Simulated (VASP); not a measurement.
VASP ran on this input.

**INCAR**
```
! general
SYSTEM =RuN
PREC   =Accurate
ENCUT  =520
LREAL  =.False.
LASPH  =.True.

! electronic loop
EDIFF  =1E-7
NELM   =100
ALGO   =Normal
LMAXMIX=4

! smearing
ISMEAR =-5

! functional
GGA    =PS

! ions
ISIF   =2

! output
LWAVE  =.False.
LCHARG =.True.
LORBIT =11
NEDOS  =601
```

### POSCAR
```
RuN
1
   -0.0000000000     2.1267230220     2.1267230220
    2.1267230220    -0.0000000000     2.1267230220
    2.1267230220     2.1267230220     0.0000000000
Ru N
1 1
Direct
  0.0000000000   0.0000000000   0.0000000000
  0.5000000000   0.5000000000   0.5000000000
```

### KPOINTS
```
Automatic mesh
0
Gamma
16 16 16
0 0 0
```

POTCAR, in this order: Ru_pv N (PBE.64 set). Program: vasp_std.

**Question.** Translate this PBEsol calculation to Quantum ESPRESSO's pw.x.

**Answer.** One equivalent input (not run):
```
&CONTROL
  calculation = 'scf'
  pseudo_dir = './pseudo'
  outdir = './out'
  tprnfor = .true.
  tstress = .true.
/
&SYSTEM
  ibrav = 0
  nat = 2
  ntyp = 2
  ecutwfc = 84
  occupations = 'tetrahedra'
  input_dft = 'pbesol'
/
&ELECTRONS
  conv_thr = 7.3e-09
  electron_maxstep = 100
/
ATOMIC_SPECIES
  Ru 101.070 Ru.upf
  N 14.007 N.upf
CELL_PARAMETERS angstrom
    -0.0000000    2.1267230    2.1267230
     2.1267230   -0.0000000    2.1267230
     2.1267230    2.1267230    0.0000000
ATOMIC_POSITIONS crystal
  Ru   0.0000000  0.0000000  0.0000000
  N    0.5000000  0.5000000  0.5000000
K_POINTS automatic
  16 16 16 0 0 0
```
Limits of the translation: the potentials are each code's own (VASP's PAW set, PseudoDojo norm-conserving files in pw.x), so ENCUT and ecutwfc are chosen apart and not converted; conv_thr bounds pw.x's estimated SCF error, while EDIFF bounds the energy change between steps.

The structure was generated: RuN was put into the rock salt type (Fm-3m), which need not be its known phase. It was relaxed first, which changed the volume by -25 %.
